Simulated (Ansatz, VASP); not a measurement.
**Cross-check of SiPb between VASP and Ansatz**

One calculation is typed for both programs; each brings its own data sets. How far apart do they land? The cell is generated by rule, not measured, and may not be a known phase. The cell is taken from a series of runs on this material, whose earlier steps may have relaxed, scaled, displaced or heated it; both programs get it as it stands.

Program: Ansatz 0.2.0. Level of theory: plane waves, with VASP 6.6.1 beside it; relaxation of cell and atoms at r2SCAN. Results are calculated unless marked as measured.

## Step 1: The starting structure

The structure is hexagonal, space group P6_3mc (No. 186). Conventional cell: a = 4.375 Å, b = 4.375 Å, c = 7.204 Å, α = 90.00°, β = 90.00°, γ = 120.00°. Pb has 4 Si at 2.68 to 2.70 Å nearest. Nearest to Si lie 4 Pb at 2.68 to 2.70 Å. Farther neighbours are not listed.

Structure file:

```cif
data_structure
_symmetry_space_group_name_H-M 'P 1'
_symmetry_Int_Tables_number 1
_cell_length_a 4.3746
_cell_length_b 4.3746
_cell_length_c 7.2042
_cell_angle_alpha 90.000
_cell_angle_beta 90.000
_cell_angle_gamma 120.000
_cell_volume 119.40
loop_
_atom_site_label
_atom_site_type_symbol
_atom_site_fract_x
_atom_site_fract_y
_atom_site_fract_z
_atom_site_occupancy
Pb1 Pb 0.33333 0.66667 0.00027 1
Pb2 Pb 0.66667 0.33333 0.50027 1
Si3 Si 0.33333 0.66667 0.37473 1
Si4 Si 0.66667 0.33333 0.87473 1
```

## Step 2: VASP: relaxation of cell and atoms, r2SCAN, pair 1

The relaxed volume is the usual yardstick between codes: in a stiff, nearly cubic crystal its relative difference is about their pressure difference at one cell divided by the bulk modulus.

Lines of VASP's logs that name or quote its potential files are left out, and so is its time.

INCAR reads:

```
SYSTEM = SiPb
PREC = Accurate
ENCUT = 550
EDIFF = 1E-07
NELM = 120
ISMEAR = 1
SIGMA = 0.2
LREAL = .FALSE.
ALGO = Normal
METAGGA = R2SCAN
LASPH = .TRUE.
NBANDS = 24
LORBIT = 11
LWAVE = .FALSE.
LCHARG = .FALSE.
ISIF = 3
IBRION = 2
NSW = 80
EDIFFG = -0.005
GGA_COMPAT = .FALSE.
NELMIN = 4
LMIXTAU = .TRUE.
KPAR = 2
```

POSCAR reads:

```
SiPb
1.0
    4.3746000000      0.0000030000      0.0000000000
   -2.1873030000      3.7885130000      0.0000000000
    0.0000000000      0.0000000000      7.2041770000
Pb Si
2 2
Direct
    0.3333332893      0.6666665787      0.0002738689
    0.6666667107      0.3333334213      0.5002737995
    0.3333332893      0.6666665787      0.3747260791
    0.6666667107      0.3333334213      0.8747261485
```

KPOINTS reads:

```
Automatic mesh
0
Gamma
12 12 6
0 0 0
```

Potentials, in the order of the species: Pb_d and Si (PBE family, release 64).

Started as:

```console
$ mpirun -np 2 vasp_std
```

Numbers of over 12 decimals in the logs are rounded to 6 here.

The program printed:

```text
[banner, memory and clock lines left out]
running    2 mpi-ranks, on    1 nodes
 distrk:  each k-point on    1 cores,    2 groups
 distr:  one band on    1 cores,    1 groups

 POSCAR found type information on POSCAR PbSi
 POSCAR found :  2 types and       4 ions
|                                                                             |
|               ----> ADVICE to this user running VASP <----                  |
|                                                                             |
|     You enforced a specific xc type in the INCAR file but a different       |
|     [... a line on the potential file left out ...]
|     I HOPE YOU KNOW WHAT YOU ARE DOING!                                     |
|                                                                             |

 LDA part: xc-table for (None), standard interpolation
 POSCAR, INCAR and KPOINTS ok, starting setup
 FFT: planning ... GRIDC
 FFT: planning ... GRID_SOFT
 FFT: planning ... GRID
 WAVECAR not read
 entering main loop
       N       E                     dE             d eps       ncg     rms          rms(c)
DAV:   1     0.236103331436E+03    0.23610E+03   -0.17759E+04  3648   0.163E+03
DAV:   2    -0.108439173479E+03   -0.34454E+03   -0.33712E+03  3704   0.414E+02
DAV:   3    -0.135631286305E+03   -0.27192E+02   -0.26840E+02  4768   0.140E+02
DAV:   4    -0.136525970356E+03   -0.89468E+00   -0.89410E+00  4296   0.308E+01
DAV:   5    -0.136574366948E+03   -0.48397E-01   -0.48395E-01  5368   0.652E+00    0.499E+00
DAV:   6    -0.131551519124E+03    0.50228E+01   -0.29630E+00  4400   0.298E+01    0.287E+00
DAV:   7    -0.127510441593E+03    0.40411E+01   -0.85727E-01  3808   0.787E+00    0.189E+00
DAV:   8    -0.129173111031E+03   -0.16627E+01   -0.14839E+00  3664   0.700E+00    0.681E-01
DAV:   9    -0.128281243293E+03    0.89187E+00   -0.22330E-01  3680   0.456E+00    0.495E-01
DAV:  10    -0.128251686896E+03    0.29556E-01   -0.28821E-02  4496   0.127E+00    0.412E-01
DAV:  11    -0.128369918141E+03   -0.11823E+00   -0.93585E-02  3688   0.205E+00    0.109E-01
DAV:  12    -0.128365533965E+03    0.43842E-02   -0.10298E-02  4104   0.710E-01    0.783E-02
DAV:  13    -0.128371232835E+03   -0.56989E-02   -0.14340E-03  4400   0.273E-01    0.625E-02
DAV:  14    -0.128369111768E+03    0.21211E-02   -0.99459E-03  3680   0.742E-01    0.485E-02
DAV:  15    -0.128373359745E+03   -0.42480E-02   -0.12230E-03  4336   0.274E-01    0.197E-02
DAV:  16    -0.128375964579E+03   -0.26048E-02   -0.11751E-03  3720   0.246E-01    0.119E-02
DAV:  17    -0.128376231357E+03   -0.26678E-03   -0.13329E-04  4648   0.906E-02    0.782E-03
DAV:  18    -0.128376354998E+03   -0.12364E-03   -0.12406E-04  3760   0.862E-02    0.804E-03
DAV:  19    -0.128376355304E+03   -0.30606E-06   -0.88622E-06  4504   0.250E-02    0.269E-03
DAV:  20    -0.128376356513E+03   -0.12082E-05   -0.14082E-06  4176   0.924E-03    0.150E-03
DAV:  21    -0.128376356729E+03   -0.21649E-06   -0.30894E-06  3824   0.124E-02    0.810E-04
DAV:  22    -0.128376358223E+03   -0.14936E-05   -0.10048E-06  3584   0.649E-03    0.580E-04
DAV:  23    -0.128376358246E+03   -0.23350E-07   -0.20535E-08  2608   0.150E-03
   1 F= -.12837636E+03 E0= -.12837671E+03  d E =-.128376E+03
 curvature:   0.00 expect dE= 0.000E+00 dE for cont linesearch  0.000E+00
 trial: gam= 0.00000 g(F)=  0.449E-05 g(S)=  0.173E-03 ort = 0.000E+00 (trialstep = 0.100E+01)
 search vector abs. value=  0.177E-03
 bond charge predicted
       N       E                     dE             d eps       ncg     rms          rms(c)
DAV:   1    -0.128378505281E+03   -0.21471E-02   -0.68703E-02  4456   0.412E+00    0.237E-01
DAV:   2    -0.128376576494E+03    0.19288E-02   -0.42525E-03  4344   0.106E+00    0.905E-02
DAV:   3    -0.128376313131E+03    0.26336E-03   -0.14100E-03  4408   0.538E-01    0.916E-03
DAV:   4    -0.128376376596E+03   -0.63465E-04   -0.21737E-04  3664   0.105E-01    0.568E-03
DAV:   5    -0.128376411184E+03   -0.34588E-04   -0.28416E-05  3968   0.325E-02    0.466E-03
DAV:   6    -0.128376413000E+03   -0.18160E-05   -0.24073E-06  4096   0.118E-02    0.357E-03
DAV:   7    -0.128376415130E+03   -0.21291E-05   -0.13414E-06  4304   0.798E-03    0.168E-03
DAV:   8    -0.128376416327E+03   -0.11973E-05   -0.10530E-06  3456   0.903E-03    0.592E-04
DAV:   9    -0.128376417157E+03   -0.82978E-06   -0.40185E-07  3520   0.688E-03    0.405E-04
DAV:  10    -0.128376416613E+03    0.54368E-06   -0.16398E-07  2536   0.567E-03    0.464E-04
DAV:  11    -0.128376416928E+03   -0.31532E-06   -0.65970E-08  2200   0.363E-03    0.114E-04
DAV:  12    -0.128376416738E+03    0.18996E-06   -0.13614E-08  1856   0.164E-03    0.453E-05
DAV:  13    -0.128376416826E+03   -0.87417E-07   -0.34261E-09  1840   0.984E-04
   2 F= -.12837642E+03 E0= -.12837676E+03  d E =-.585797E-04
 trial-energy change:   -0.000059  1 .order   -0.000058   -0.000177    0.000061
 step:   0.7453(harm=  0.7453)  dis= 0.00017  next Energy=  -128.376424 (dE=-0.660E-04)
 bond charge predicted
       N       E                     dE             d eps       ncg     rms          rms(c)
DAV:   1    -0.128376560684E+03   -0.14395E-03   -0.44729E-03  4456   0.105E+00    0.603E-02
DAV:   2    -0.128376438326E+03    0.12236E-03   -0.27371E-04  4344   0.268E-01    0.231E-02
DAV:   3    -0.128376418689E+03    0.19637E-04   -0.91939E-05  4416   0.138E-01    0.232E-03
DAV:   4    -0.128376422288E+03   -0.35990E-05   -0.14249E-05  3664   0.268E-02    0.144E-03
DAV:   5    -0.128376423509E+03   -0.12214E-05   -0.17951E-06  4000   0.821E-03    0.119E-03
DAV:   6    -0.128376423898E+03   -0.38839E-06   -0.12825E-07  2752   0.306E-03    0.921E-04
DAV:   7    -0.128376423754E+03    0.14434E-06   -0.10444E-07  2344   0.237E-03    0.347E-04
DAV:   8    -0.128376423821E+03   -0.67826E-07   -0.69343E-08  2016   0.217E-03
   3 F= -.12837642E+03 E0= -.12837677E+03  d E =-.655753E-04
 curvature:  -0.37 expect dE=-0.194E-06 dE for cont linesearch -0.488E-09
 trial: gam= 0.00566 g(F)=  0.138E-06 g(S)=  0.382E-06 ort =-0.482E-06 (trialstep = 0.949E+00)
 search vector abs. value=  0.521E-06
 reached required accuracy - stopping structural energy minimisation
```

From OUTCAR (step 2):

```text
ion  position               nearest neighbor table
   1  0.333  0.667  0.000-   4 2.68   4 2.68   4 2.68   3 2.70
   2  0.667  0.333  0.500-   3 2.68   3 2.68   3 2.68   4 2.70
   3  0.333  0.667  0.375-   2 2.68   2 2.68   2 2.68   1 2.70
   4  0.667  0.333  0.875-   1 2.68   1 2.68   1 2.68   2 2.70

  LATTYP: Found a hexagonal cell.
 ALAT       =     4.3746000000
 C/A-ratio  =     1.6468195949

 Subroutine GETGRP returns: Found 12 space group operations
 (whereof  6 operations were pure point group operations)

The static configuration has the point symmetry C_3v.
 The point group associated with its full space group is C_6v.

 Found     76 irreducible k-points:

   k-points           NKPTS =     76   k-points in BZ     NKDIM =     76   number of bands    NBANDS=     24

   dimension x,y,z NGX =    36 NGY =   36 NGZ =   56
   dimension x,y,z NGXF=    72 NGYF=   72 NGZF=  112

   ENCUT  =  550.0 eV  40.42 Ry    6.36 a.u.   8.37  8.37 13.78*2*pi/ulx,y,z

   NELECT =      36.0000    total number of electrons

 k-points in reciprocal lattice and weights: Automatic mesh
   0.00000000  0.00000000  0.00000000       0.001
   0.08333333  0.00000000  0.00000000       0.007
   0.16666667  0.00000000  0.00000000       0.007
   0.25000000  0.00000000  0.00000000       0.007
   0.33333333  0.00000000  0.00000000       0.007
   0.41666667  0.00000000  0.00000000       0.007
   0.50000000  0.00000000  0.00000000       0.003
   0.08333333  0.08333333  0.00000000       0.007
   0.16666667  0.08333333  0.00000000       0.014
[...]
0.33333333  0.25000000  0.50000000       0.014
   0.33333333  0.33333333  0.50000000       0.002

 average (electrostatic) potential at core
       1 -98.3406       2 -98.3406       3 -87.7013       4 -87.7013

 E-fermi :   5.1458

 k-point     1 :       0.0000    0.0000    0.0000
  band No.  band energies     occupation
    ...
     14       3.8156      2.00000
     15       3.8156      2.00000
     16       4.1071      2.00000
     17       4.8053      2.03686
     18       5.0504      1.71469
     19       5.2489      0.24315
     20       5.2489      0.24311
     21       7.3727     -0.00000
     22       7.3727     -0.00000
     23       7.7158     -0.00000
    ...

 k-point     2 :       0.0833    0.0000    0.0000
  band No.  band energies     occupation
    ...
     14       3.0432      2.00000
     15       3.3845      2.00000
     16       3.6701      2.00000
     17       4.9206      2.06750
     18       5.1089      1.30654
     19       5.5151     -0.02544
     20       5.7001     -0.00063
     21       7.3492     -0.00000
     22       7.5636     -0.00000
     23       7.9224     -0.00000
    ...

 k-point     3 :       0.1667    0.0000    0.0000
  band No.  band energies     occupation
    ...
     14       2.0627      2.00000
     15       2.2187      2.00000
     16       3.3334      2.00000
     17       4.5485      2.00020
     18       4.7794      2.02647
     19       6.0231     -0.00000
     20       6.1812     -0.00000
     21       7.7124     -0.00000
     22       7.9993     -0.00000
     23       8.1991     -0.00000
    ...

  Total        0.0025981      0.0025981     -0.0042636     -0.0000000      0.0000000      0.0000000
  in kB        0.0349284      0.0349284     -0.0573195     -0.0000000      0.0000000      0.0000000
  external PRESSURE =       0.0041791 kB  Pullay stress =       0.0000000 kB

  energy-cutoff  :      550.00
  volume of cell :      119.17
      direct lattice vectors                 reciprocal lattice vectors
     4.371770753  0.000002998  0.000000000     0.228740174  0.132063443 -0.000000000
    -2.185888374  3.786062801  0.000000000    -0.000000181  0.264126523 -0.000000000
     0.000000000  0.000000000  7.200098653     0.000000000  0.000000000  0.138886986

 POSITION                                       TOTAL-FORCE (eV/Angst)
 -----------------------------------------------------------------------------------
     -0.00000      2.52404      0.00180         0.000000      0.000000     -0.000847
      2.18588      1.26202      3.60185        -0.000000     -0.000000     -0.000847
     -0.00000      2.52404      2.69824        -0.000000     -0.000000      0.000847
      2.18588      1.26202      6.29829        -0.000000     -0.000000      0.000847
 -----------------------------------------------------------------------------------
    total drift:                               -0.000000     -0.000265     -0.000366

  FREE ENERGIE OF THE ION-ELECTRON SYSTEM (eV)
  ---------------------------------------------------
  free  energy   TOTEN  =      -128.3764238213 eV

  energy  without entropy=     -128.3774652273  energy(sigma->0) =     -128.37677096

 reached required accuracy - stopping structural energy minimisation

 total charge
# of ion       s       p       d       tot
------------------------------------------
    1        1.230   1.079   9.805  12.114
    2        1.230   1.079   9.805  12.114
    3        0.793   0.830   0.000   1.623
    4        0.793   0.830   0.000   1.623
--------------------------------------------------
tot          4.046   3.818  19.610  27.474

[... 3 further parts left out ...]
```

CONTCAR:

```
SiPb
   1.00000000000000
     4.3717707529100336    0.0000029983599226    0.0000000000000000
    -2.1858883742548425    3.7860628014155058    0.0000000000000000
     0.0000000000000000    0.0000000000000000    7.2000986528570854
  Pb              Si
     2     2
Direct
     0.3333332893000005    0.6666665787000028    0.0002497965701364
     0.6666667106999995    0.3333334212999972    0.5002497271701342
     0.3333332893000005    0.6666665787000028    0.3747501514298663
     0.6666667106999995    0.3333334212999972    0.8747502208298686
```

The run keeps the 12 symmetry operations of its start, so it cannot find a distortion of lower symmetry.

(Part 1 of 2 ends here.)

[Lines on the potential files, build, host, timing and source positions are cut from VASP's logs without a mark.]

[Logs are printed without paths, hosts, clocks, repeated set-up lines and the standing remarks that a program may print on its own settings, such as how far it seeks lower states.]

[Hosts, paths, dates, database ids (printed as entryN), source tags and the programs' standing remarks are cut or masked in the printed files.]
